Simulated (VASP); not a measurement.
Given:

```
Na
1.0
   -2.09282     2.09282     2.09282
    2.09282    -2.09282     2.09282
    2.09282     2.09282    -2.09282
Na
1
Direct
  0.00000   0.00000   0.00000
```

Level of theory: PBE GGA with D4 dispersion, VASP's PBE PAW potentials (set 64) (plane waves; VASP). Settings: 520 eV cut-off, Gaussian smearing of 0.050 eV, potentials Na_pv.

Task: Give the energies of bands 4 to 6 at the high-symmetry points, in eV from the Fermi level.

Result: 
```csv
band,Γ,H,N,P
4,-3.34,4.50,0.72,2.69
5,11.77,4.50,1.19,2.69
6,11.77,4.90,8.21,2.69
```

It has no gap at this level: it comes out as a metal or semimetal.

The compound is Na in the bcc structure. It was relaxed first, which changed the volume by -5 %.
